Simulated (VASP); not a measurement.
Input:

```xyz
2
Lattice="0.0000 2.3360 2.3360 2.3360 0.0000 2.3360 2.3360 2.3360 0.0000" Properties=species:S:1:pos:R:3 pbc="T T T"
Zr     0.0000     0.0000     0.0000
C      2.3360     2.3360     2.3360
```

Method: PBEsol GGA, VASP's PBE PAW potentials (set 64) (plane waves; VASP 6.6.1). Run with 600 eV cut-off, 12×12×12 Γ-centred mesh, first-order Methfessel-Paxton smearing of 0.10 eV, potentials Zr_sv C.

Each relaxation starts from this cell; other phases were not tried.

The cell is relaxed at 10 GPa. What happens?

The volume per atom goes from 12.75 to 12.25 Å³ (-3.9 %), and the cell becomes a = b = c = 4.6107 Å, α = β = γ = 90.00°, space group Fm-3m.

The cell is relaxed at 30 GPa. What happens?

The volume per atom goes from 12.75 to 11.49 Å³ (-9.9 %), and the cell becomes a = 4.5126 Å, b = 4.5126 Å, c = 4.5126 Å, α = 90.00°, β = 90.00°, γ = 90.00°, space group Fm-3m.

Failed runs are left out, and for metals the shear rows, which the mesh's noise covers.

The compound is ZrC in the rock salt structure.
